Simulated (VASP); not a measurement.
Molecule: C2SH2, in a box.

```
CELL_PARAMETERS angstrom
14.00000 0.00000 0.00000
0.00000 11.00000 0.00000
0.00000 0.00000 10.00000
ATOMIC_POSITIONS crystal
C 0.43090 0.43947 0.50597
C 0.51644 0.45022 0.50839
S 0.63631 0.45260 0.51412
H 0.35519 0.43116 0.50360
H 0.64667 0.57266 0.49268
```

Base run:

```yaml
Program: VASP 6.6.1
Functional: PBE
Potentials_or_basis: VASP PAW PBE potentials, release 64 (C, S, H)
Cutoff: 520 eV
k_mesh: 1 × 1 × 1
Occupations: gaussian, width 0.01 eV
Spin: no spin polarisation
```

Its results: gap between the frontier levels 4.45 eV; largest force 1.140 eV/Å.

Question: The run is repeated on the same cell with these changes: functional from PBE to B3LYP; further incar settings from ALGO = Normal; EDIFF = 1e-07; NBANDS = 16 to ALGO = Normal; EDIFF = 1e-06. What comes out?

Answer: Gap between the frontier levels 5.97 eV; largest force 0.216 eV/Å.

Caveats: the standard files for N, O and F lose accuracy on very short bonds; the PAW data sets were made with another functional, which shifts forces and pressure a little (some runs).

